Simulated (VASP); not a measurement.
Output of a VASP run:

File OSZICAR:
```
       N       E                     dE             d eps       ncg     rms          rms(c)
DAV:   1     0.295516128476E+02    0.29552E+02   -0.87841E+03  2288   0.142E+03
DAV:   2    -0.240744115187E+02   -0.53626E+02   -0.51047E+02  3069   0.243E+02
DAV:   3    -0.258771333571E+02   -0.18027E+01   -0.17816E+01  2921   0.337E+01
DAV:   4    -0.258916499662E+02   -0.14517E-01   -0.14451E-01  2703   0.321E+00
DAV:   5    -0.258918101833E+02   -0.16022E-03   -0.16013E-03  2943   0.283E-01    0.714E+01
DAV:   6    -0.228940875149E+02    0.29977E+01   -0.19009E+01  2492   0.234E+01    0.492E+01
DAV:   7    -0.228222691355E+02    0.71818E-01   -0.56629E-01  2555   0.583E+00    0.252E+01
DAV:   8    -0.228081497692E+02    0.14119E-01   -0.29877E-02  2536   0.169E+00    0.416E+00
DAV:   9    -0.228055164036E+02    0.26334E-02   -0.15313E-02  2598   0.718E-01    0.184E+00
DAV:  10    -0.228052566974E+02    0.25971E-03   -0.90533E-04  2701   0.248E-01    0.201E-01
DAV:  11    -0.228052519218E+02    0.47756E-05   -0.69500E-05  2642   0.693E-02    0.147E-02
DAV:  12    -0.228052510650E+02    0.85682E-06   -0.18698E-06  2116   0.142E-02
   1 F= -.20005317E+02 E0= -.20005258E+02  d E =-.200053E+02
```

File OUTCAR:
```
------------------------ aborting loop because EDIFF is reached ----------------------------------------
  FORCE on cell =-STRESS in cart. coord.  units (eV):
  Direction    XX          YY          ZZ          XY          YZ          ZX
  --------------------------------------------------------------------------------------
  Total        2.7958186      2.7958186      2.7958186      0.0000000      0.0000000      0.0000000
  in kB      199.7060382    199.7060382    199.7060382      0.0000000      0.0000000      0.0000000
  external PRESSURE =      -0.2939618 kB  Pullay stress =     200.0000000 kB
  volume of cell :       22.43
      direct lattice vectors                 reciprocal lattice vectors
     0.000000000  2.238374723  2.238374723    -0.223376361  0.223376361  0.223376361
     2.238374723  0.000000000  2.238374723     0.223376361 -0.223376361  0.223376361
     2.238374723  2.238374723  0.000000000     0.223376361  0.223376361 -0.223376361
 POSITION                                       TOTAL-FORCE (eV/Angst)
 -----------------------------------------------------------------------------------
      0.00000      0.00000      0.00000        -0.000000     -0.000000     -0.000000
      2.23837      2.23837      2.23837         0.000000      0.000000      0.000000
 -----------------------------------------------------------------------------------
    total drift:                                0.000000      0.000000      0.000000
  FREE ENERGIE OF THE ION-ELECTRON SYSTEM (eV)
  ---------------------------------------------------
  free  energy   TOTEN  =       -22.8052510650 eV

  energy  without entropy=      -22.8050743622  energy(sigma->0) =      -22.80519216
  enthalpy is  TOTEN    =       -20.0053171076 eV   P V=        2.7999339574

 reached required accuracy - stopping structural energy minimisation
```
(Selected blocks of OUTCAR.)

POSCAR:
```
HfC
1
    0.0000000000     2.2383747232     2.2383747232
    2.2383747232     0.0000000000     2.2383747232
    2.2383747232     2.2383747232     0.0000000000
Hf C
1 1
Direct
  0.0000000000   0.0000000000   1.0000000000
  0.5000000000   0.5000000000   0.5000000000
```

Problem. Reconstruct the remaining input files.

Solution. This is not unique; one that fits is the input of the run itself, LDA (Ceperley-Alder, Perdew-Zunger), plane waves, VASP's LDA PAW potentials (set 64).

KPOINTS:
```
Automatic mesh
0
gamma
 14 14 14
```

### INCAR
```
ALGO=Normal
EDIFF=1E-6
EDIFFG=-0.02
ENCUT=620
IBRION=2
ISIF=3
ISMEAR=1
LASPH=.True.
LCHARG=.False.
LMAXMIX=6
LREAL=.False.
LWAVE=.False.
NELM=100
NSW=40
PREC=Accurate
PSTRESS=200
SIGMA=0.1
SYSTEM=HfC
```

POTCAR, in this order: Hf_pv C (LDA.64 set). Program: vasp_std.

The compound is HfC in the rock salt structure. It was relaxed first under an external pressure of 20 GPa.
